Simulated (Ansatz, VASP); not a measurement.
## Cross-check of Ga2SnS5 (1T-SnS2 under alpha-Ga2S3 ferroelectric layer, AA') between VASP and Ansatz

Wanted: the spread between two codes on one cell, functional and k mesh. The cell is taken from a series of runs on this material, whose earlier steps may have relaxed, scaled, displaced or heated it; both programs get it as it stands.

Calculated with Ansatz 0.2.0; plane waves, with VASP 6.6.1 beside it; single point at PBE with D3(BJ).

### Step 1. Starting point

The cell holds 8 atoms: 5 S, 1 Sn and 2 Ga. Its edges and angles: a = 3.626 Å, b = 3.626 Å, c = 30.581 Å, α = 90.0°, β = 90.0°, γ = 120.0°. Vacuum lies along c.

### Step 2. VASP: single point, PBE with D3(BJ)

A single point gives forces, pressure and levels at one fixed geometry, so differences don't come from the geometry; what else differs is listed under the comparison.

Lines of VASP's logs that name or quote its potential files are left out, and so is its time.

Input file INCAR:

```
SYSTEM = Ga2SnS5
PREC = Accurate
ENCUT = 400
EDIFF = 1E-06
NELM = 120
ISMEAR = -1
SIGMA = 0.02585
LREAL = .FALSE.
ALGO = Normal
GGA = PE
IVDW = 12
NBANDS = 43
LORBIT = 11
LWAVE = .FALSE.
LCHARG = .FALSE.
ISIF = 2
LDIPOL = .TRUE.
IDIPOL = 3
DIPOL = 0.5 0.5 0.514
LVHAR = .TRUE.
LASPH = .TRUE.
GGA_COMPAT = .FALSE.
EFERMI = MIDGAP
NELMDL = -8
KPAR = 2
```

Input file POSCAR:

```
Ga2SnS5
1.0
    3.6260421362      0.0000000000      0.0000000000
   -1.8130210681      3.1402446052      0.0000000000
    0.0000000000      0.0000000000     30.5808704858
S Sn Ga
5 1 2
Direct
    0.6666666667      0.3333333333      0.2943016290
    0.3333333333      0.6666666667      0.3922181042
    0.3333333333      0.6666666667      0.5121104469
    0.0000000000      0.0000000000      0.6184173065
    0.3333333333      0.6666666667      0.7056983710
    0.0000000000      0.0000000000      0.3432580544
    0.0000000000      0.0000000000      0.5463453709
    0.6666666667      0.3333333333      0.6684404777
```

Input file KPOINTS:

```
Automatic mesh
0
Gamma
18 18 1
0 0 0
```

PAW data sets: S, Sn_d and Ga_d (PBE family, release 64).

Started as:

```sh
mpirun -np 2 vasp_std
```

Numbers of over 12 decimals in the logs are rounded to 6 here.

Output:

```text
[banner, memory and clock lines left out]
running    2 mpi-ranks, on    1 nodes
 distrk:  each k-point on    1 cores,    2 groups
 distr:  one band on    1 cores,    1 groups

 POSCAR found type information on POSCAR S SnGa
 POSCAR found :  3 types and       8 ions
 LDA part: xc-table for (Slater+PW92), standard interpolation
 POSCAR, INCAR and KPOINTS ok, starting setup
 FFT: planning ... GRIDC
 FFT: planning ... GRID_SOFT
 FFT: planning ... GRID
 WAVECAR not read
 entering main loop
       N       E                     dE             d eps       ncg     rms          rms(c)
DAV:   1     0.602648683706E+03    0.60265E+03   -0.27789E+04  3446   0.143E+03
DAV:   2     0.588718713250E+02   -0.54378E+03   -0.52907E+03  3842   0.369E+02
DAV:   3    -0.298346898569E+02   -0.88707E+02   -0.87553E+02  3840   0.156E+02
DAV:   4    -0.355993391953E+02   -0.57646E+01   -0.57313E+01  4500   0.421E+01
DAV:   5    -0.357510013744E+02   -0.15166E+00   -0.15146E+00  4465   0.651E+00
DAV:   6    -0.357575619591E+02   -0.65606E-02   -0.65589E-02  4739   0.122E+00
DAV:   7    -0.357576947725E+02   -0.13281E-03   -0.13280E-03  4588   0.182E-01
DAV:   8    -0.357576993157E+02   -0.45432E-05   -0.45430E-05  4803   0.312E-02    0.135E+01
DAV:   9    -0.343554115081E+02    0.14023E+01   -0.25216E+00  4692   0.256E+01    0.968E+00
DAV:  10    -0.343669799553E+02   -0.11568E-01   -0.25009E+00  4142   0.881E+00    0.207E+00
DAV:  11    -0.343078528411E+02    0.59127E-01   -0.46404E-01  4202   0.603E+00    0.159E+00
DAV:  12    -0.343055292467E+02    0.23236E-02   -0.71753E-02  4105   0.139E+00    0.608E-01
DAV:  13    -0.343057299879E+02   -0.20074E-03   -0.11706E-02  3876   0.746E-01    0.288E-01
DAV:  14    -0.343059207948E+02   -0.19081E-03   -0.16500E-03  3881   0.264E-01    0.102E-01
[...]
DAV:  21    -0.343063532073E+02   -0.57463E-04   -0.30747E-06  2850   0.511E-03    0.564E-03
DAV:  22    -0.343063773845E+02   -0.24177E-04   -0.12793E-06  2708   0.400E-03    0.412E-03
DAV:  23    -0.343063874962E+02   -0.10112E-04   -0.49128E-07  2587   0.337E-03    0.763E-04
DAV:  24    -0.343063903841E+02   -0.28879E-05   -0.13924E-07  2580   0.205E-03    0.807E-04
DAV:  25    -0.343063919566E+02   -0.15725E-05   -0.70425E-08  2390   0.130E-03    0.587E-04
DAV:  26    -0.343063932241E+02   -0.12676E-05   -0.32651E-08  2161   0.110E-03    0.587E-04
DAV:  27    -0.343063944835E+02   -0.12594E-05   -0.29115E-08  2162   0.696E-04    0.161E-04
DAV:  28    -0.343063952941E+02   -0.81053E-06   -0.19490E-08  2302   0.547E-04
   1 F= -.36376710E+02 E0= -.36376678E+02  d E =-.644545E-04
```

OUTCAR, selected parts (step 2):

```text
ion  position               nearest neighbor table
   1  0.667  0.333  0.294-   6 2.57   6 2.57   6 2.57
   2  0.333  0.667  0.392-   6 2.57   6 2.57   6 2.57
   3  0.333  0.667  0.512-   7 2.34   7 2.34   7 2.34
   4  0.000  0.000  0.618-   7 2.20   8 2.59   8 2.59   8 2.59
   5  0.333  0.667  0.706-   8 2.38   8 2.38   8 2.38
   6  0.000  0.000  0.343-   1 2.57   1 2.57   1 2.57   2 2.57   2 2.57   2 2.57
   7  0.000  0.000  0.546-   4 2.20   3 2.34   3 2.34   3 2.34
   8  0.667  0.333  0.668-   5 2.38   5 2.38   5 2.38   4 2.59   4 2.59   4 2.59

  LATTYP: Found a hexagonal cell.
 ALAT       =     3.6260421362
 C/A-ratio  =     8.4336776400

 Subroutine GETGRP returns: Found  6 space group operations
 (whereof  6 operations were pure point group operations)

The static configuration has the point symmetry C_3v.

 Found     37 irreducible k-points:

   k-points           NKPTS =     37   k-points in BZ     NKDIM =     37   number of bands    NBANDS=     43

   dimension x,y,z NGX =    24 NGY =   24 NGZ =  200
   dimension x,y,z NGXF=    48 NGYF=   48 NGZF=  400

   ENCUT  =  400.0 eV  29.40 Ry    5.42 a.u.   5.91  5.91 49.87*2*pi/ulx,y,z

   NELECT =      70.0000    total number of electrons

 k-points in reciprocal lattice and weights: Automatic mesh
   0.00000000  0.00000000  0.00000000       0.003
   0.05555556 -0.00000000  0.00000000       0.019
   0.11111111 -0.00000000  0.00000000       0.019
   0.16666667 -0.00000000  0.00000000       0.019
   0.22222222 -0.00000000  0.00000000       0.019
   0.27777778  0.00000000  0.00000000       0.019
   0.33333333  0.00000000  0.00000000       0.019
   0.38888889 -0.00000000  0.00000000       0.019
   0.44444444 -0.00000000  0.00000000       0.019
[...]
0.33333333  0.27777778  0.00000000       0.037
   0.33333333  0.33333333  0.00000000       0.006

 dipolmoment           0.000000      0.000000      0.088646 electrons x Angstroem

 average (electrostatic) potential at core
       1 -92.4629       2 -92.4696       3 -92.5901       4 -91.4782       5 -91.1175
       6-108.5186       7 -71.3860       8 -70.4564

 E-fermi :  -0.7183

 k-point     1 :       0.0000    0.0000    0.0000
  band No.  band energies     occupation
    ...
     31      -1.8781      2.00000
     32      -1.1865      2.00000
     33      -1.1865      2.00000
     34      -1.0831      2.00000
     35      -1.0831      2.00000
     36       0.4076      0.00000
     37       0.9336      0.00000
     38       1.8136      0.00000
     39       2.1574      0.00000
     40       3.4123      0.00000
    ...

 k-point     2 :       0.0556   -0.0000    0.0000
  band No.  band energies     occupation
    ...
     31      -1.8951      2.00000
     32      -1.4993      2.00000
     33      -1.3621      2.00000
     34      -1.1235      2.00000
     35      -0.9718      1.99989
     36       0.5662      0.00000
     37       1.1142      0.00000
     38       2.0183      0.00000
     39       2.3174      0.00000
     40       3.3194      0.00000
    ...

 k-point     3 :       0.1111   -0.0000    0.0000
  band No.  band energies     occupation
    ...
     31      -2.1276      2.00000
     32      -1.8139      2.00000
     33      -1.6239      2.00000
     34      -1.3758      2.00000
     35      -0.8909      1.99749
     36       0.8433      0.00000
     37       1.4878      0.00000
     38       2.4224      0.00000
     39       2.5905      0.00000
     40       3.2569      0.00000
    ...

 Edisp (eV)   -2.07031

  Total      -0.19470    -0.19470    -0.21910    -0.00000     0.00000     0.00000
  in kB      -0.89582    -0.89582    -1.00813    -0.00000     0.00000     0.00000
  external pressure =       -0.93 kB  Pullay stress =        0.00 kB

  energy-cutoff  :      400.00
  volume of cell :      348.21
      direct lattice vectors                 reciprocal lattice vectors
     3.626042136  0.000000000  0.000000000     0.275782785  0.159223265  0.000000000
    -1.813021068  3.140244605  0.000000000     0.000000000  0.318446531  0.000000000
     0.000000000  0.000000000 30.580870486     0.000000000  0.000000000  0.032700181

 POSITION                                       TOTAL-FORCE (eV/Angst)
 -----------------------------------------------------------------------------------
      1.81302      1.04675      9.00000         0.000000      0.000000      0.005006
     -0.00000      2.09350     11.99437         0.000000     -0.000000     -0.010179
     -0.00000      2.09350     15.66078        -0.000000     -0.000000     -0.014228
      0.00000      0.00000     18.91174        -0.000000     -0.000000     -0.041373
     -0.00000      2.09350     21.58087        -0.000000      0.000000     -0.004236
      0.00000      0.00000     10.49713         0.000000     -0.000000      0.004234
      0.00000      0.00000     16.70772        -0.000000      0.000000      0.042467
      1.81302      1.04675     20.44149         0.000000     -0.000000      0.018310
 -----------------------------------------------------------------------------------
    total drift:                               -0.000001      0.000000      0.000338

  FREE ENERGIE OF THE ION-ELECTRON SYSTEM (eV)
  ---------------------------------------------------
  free  energy   TOTEN  =       -36.3767101985 eV

  energy  without entropy=      -36.3766457441  energy(sigma->0) =      -36.37667797

 vacuum level on the upper side and lower side of the slab         5.951         4.542

 total charge
# of ion       s       p       d       tot
------------------------------------------
    1        1.365   2.337   0.000   3.702
    2        1.366   2.338   0.000   3.704
    3        1.345   2.380   0.000   3.725
    4        1.345   2.396   0.000   3.741
    5        1.353   2.357   0.000   3.710
    6        1.018   1.043  10.146  12.207
    7        0.833   0.772  10.056  11.661
    8        0.777   0.662  10.060  11.499
--------------------------------------------------
tot          9.402  14.285  30.263  53.949

[... 3 further parts left out ...]
```

(Part 1 of 2 ends here.)

[Lines on the potential files, build, host, timing and source positions are cut from VASP's logs without a mark.]

[Logs are printed without paths, hosts, clocks, repeated set-up lines and the standing remarks that a program may print on its own settings, such as how far it seeks lower states.]

[Hosts, paths, dates, database ids (printed as entryN), source tags and the programs' standing remarks are cut or masked in the printed files.]
